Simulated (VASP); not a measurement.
Computed with LDA (Ceperley-Alder, Perdew-Zunger), VASP's LDA PAW potentials (set 64) (plane waves; VASP).

VASP input:

File POSCAR:
```
BAs
1.0
  0.0000000000   2.3900000000   2.3900000000
  2.3900000000   0.0000000000   2.3900000000
  2.3900000000   2.3900000000   0.0000000000
B As
1 1
Cartesian
  0.0000000000   0.0000000000   0.0000000000
  1.1950000000   1.1950000000   1.1950000000
```

### KPOINTS
```
Automatic mesh
0
Gamma
9 9 9
0 0 0
```

**INCAR**
```
! general
SYSTEM  = BAs
PREC    = Accurate
ENCUT   = 520
LREAL   = .FALSE.
LASPH   = .TRUE.

! electronic loop
EDIFF   = 1E-6
NELM    = 100
ALGO    = Normal
LMAXMIX = 4

! smearing
ISMEAR  = 0
SIGMA   = 0.05

! ions
IBRION  = 2
NSW     = 60
ISIF    = 3
EDIFFG  = -0.01

! output
LWAVE   = .FALSE.
LCHARG  = .FALSE.
```

POTCAR, in this order: B As (LDA.64 set). Program: vasp_std.

The run wrote:

File OUTCAR:
```
 ion  position               nearest neighbor table
   1  0.000  0.000  0.000-   2 2.07   2 2.07   2 2.07   2 2.07
   2  0.250  0.250  0.250-   1 2.07   1 2.07   1 2.07   1 2.07
  LATTYP: Found a face centered cubic cell.
 ALAT       =     4.7800000000
 Subroutine PRICEL returns:
 Original cell was already a primitive cell.
 Subroutine GETGRP returns: Found 24 space group operations
The static configuration has the point symmetry T_d .
The dynamic configuration has the point symmetry T_d .
 Subroutine INISYM returns: Found 24 space group operations
 Subroutine IBZKPT returns following result:
 Found     35 irreducible k-points:

 Following reciprocal coordinates:
            Coordinates               Weight
  0.000000  0.000000  0.000000      1.000000
  0.111111  0.000000  0.000000      8.000000
  0.222222  0.000000  0.000000      8.000000
  0.333333  0.000000  0.000000      8.000000
  0.444444  0.000000  0.000000      8.000000
  0.111111  0.111111  0.000000      6.000000
  0.222222  0.111111  0.000000     24.000000
  0.333333  0.111111  0.000000     24.000000
  0.444444  0.111111  0.000000     24.000000
 -0.444444  0.111111  0.000000     24.000000
 -0.333333  0.111111  0.000000     24.000000
 -0.222222  0.111111  0.000000     24.000000
 -0.111111  0.111111  0.000000     12.000000
  0.222222  0.222222  0.000000      6.000000
  0.333333  0.222222  0.000000     24.000000
  0.444444  0.222222  0.000000     24.000000
 -0.444444  0.222222  0.000000     24.000000
 -0.333333  0.222222  0.000000     24.000000
 -0.222222  0.222222  0.000000     12.000000
  0.333333  0.333333  0.000000      6.000000
  0.444444  0.333333  0.000000     24.000000
 -0.444444  0.333333  0.000000     24.000000
 -0.333333  0.333333  0.000000     12.000000
  0.444444  0.444444  0.000000      6.000000
...
```

OSZICAR:
```
       N       E                     dE             d eps       ncg     rms          rms(c)
DAV:   1     0.132143445405E+02    0.13214E+02   -0.39612E+03   560   0.889E+02
DAV:   2    -0.131713888319E+02   -0.26386E+02   -0.25743E+02   832   0.109E+02
DAV:   3    -0.136376263733E+02   -0.46624E+00   -0.46624E+00   688   0.191E+01
DAV:   4    -0.136383180782E+02   -0.69170E-03   -0.69170E-03   792   0.824E-01
DAV:   5    -0.136383183761E+02   -0.29791E-06   -0.29791E-06   680   0.130E-02    0.500E+00
DAV:   6    -0.130120989202E+02    0.62622E+00   -0.19610E+00   576   0.713E+00    0.241E+00
DAV:   7    -0.129325082974E+02    0.79591E-01   -0.20935E-01   792   0.280E+00    0.862E-01
DAV:   8    -0.129192427285E+02    0.13266E-01   -0.26979E-02   640   0.103E+00    0.115E-01
DAV:   9    -0.129192529804E+02   -0.10252E-04   -0.57011E-04   760   0.195E-01    0.608E-02
DAV:  10    -0.129192589414E+02   -0.59610E-05   -0.10851E-04   584   0.682E-02    0.157E-02
DAV:  11    -0.129192600883E+02   -0.11470E-05   -0.14992E-06   816   0.126E-02    0.134E-02
DAV:  12    -0.129192598991E+02    0.18920E-06   -0.91763E-07   288   0.510E-03
   1 F= -.12919260E+02 E0= -.12919260E+02  d E =-.129193E+02
       N       E                     dE             d eps       ncg     rms          rms(c)
DAV:   1    -0.129395571488E+02   -0.20297E-01   -0.52584E-01   648   0.562E+00    0.724E-01
DAV:   2    -0.129265400748E+02    0.13017E-01   -0.20958E-02   568   0.887E-01    0.348E-01
DAV:   3    -0.129224628687E+02    0.40772E-02   -0.90362E-03   632   0.533E-01    0.129E-01
DAV:   4    -0.129222111240E+02    0.25174E-03   -0.40654E-04   688   0.135E-01    0.766E-02
DAV:   5    -0.129221839317E+02    0.27192E-04   -0.38459E-05   728   0.418E-02    0.372E-02
DAV:   6    -0.129221829660E+02    0.96565E-06   -0.19618E-06   560   0.100E-02
   2 F= -.12922183E+02 E0= -.12922183E+02  d E =-.292307E-02
       N       E                     dE             d eps       ncg     rms          rms(c)
DAV:   1    -0.129292339343E+02   -0.70500E-02   -0.94012E-02   632   0.234E+00    0.303E-01
DAV:   2    -0.129268629606E+02    0.23710E-02   -0.39694E-03   584   0.385E-01    0.147E-01
DAV:   3    -0.129261315876E+02    0.73137E-03   -0.16093E-03   632   0.226E-01    0.490E-02
DAV:   4    -0.129260825458E+02    0.49042E-04   -0.80546E-05   688   0.595E-02    0.297E-02
DAV:   5    -0.129260780410E+02    0.45048E-05   -0.64195E-06   728   0.170E-02    0.151E-02
DAV:   6    -0.129260778534E+02    0.18762E-06   -0.35927E-07   304   0.429E-03
   3 F= -.12926078E+02 E0= -.12926078E+02  d E =-.681795E-02
```

OUTCAR:
```
------------------------ aborting loop because EDIFF is reached ----------------------------------------
  FORCE on cell =-STRESS in cart. coord.  units (eV):
  Direction    XX          YY          ZZ          XY          YZ          ZX
  --------------------------------------------------------------------------------------
  Total       -0.0012204     -0.0012204     -0.0012204      0.0000000      0.0000000      0.0000000
  in kB       -0.0733337     -0.0733337     -0.0733337      0.0000000      0.0000000      0.0000000
  external PRESSURE =      -0.0733337 kB  Pullay stress =       0.0000000 kB
  volume of cell :       26.66
      direct lattice vectors                 reciprocal lattice vectors
     0.000000000  2.371172994  2.371172994    -0.210866099  0.210866099  0.210866099
     2.371172994 -0.000000000  2.371172994     0.210866099 -0.210866099  0.210866099
     2.371172994  2.371172994  0.000000000     0.210866099  0.210866099 -0.210866099
  FREE ENERGIE OF THE ION-ELECTRON SYSTEM (eV)
  ---------------------------------------------------
  free  energy   TOTEN  =       -12.9260778534 eV

  energy  without entropy=      -12.9260778534  energy(sigma->0) =      -12.92607785

 reached required accuracy - stopping structural energy minimisation
```
(Selected blocks of OUTCAR.)

### CONTCAR
```
BAs
   1.00000000000000
     0.0000000000000000    2.3711729936530430    2.3711729936530430
     2.3711729936530430   -0.0000000000000000    2.3711729936530430
     2.3711729936530430    2.3711729936530430    0.0000000000000000
  B               As
     1     1
Direct
     0.0000000000000000    0.0000000000000000    0.0000000000000000
     0.2500000000000000    0.2500000000000000    0.2500000000000000
```

Energy and stress use the plane-wave basis of the starting cell.

The compound is BAs in the zinc blende structure. This run relaxes it. Symmetry was kept, so distortions that lower it aren't found.
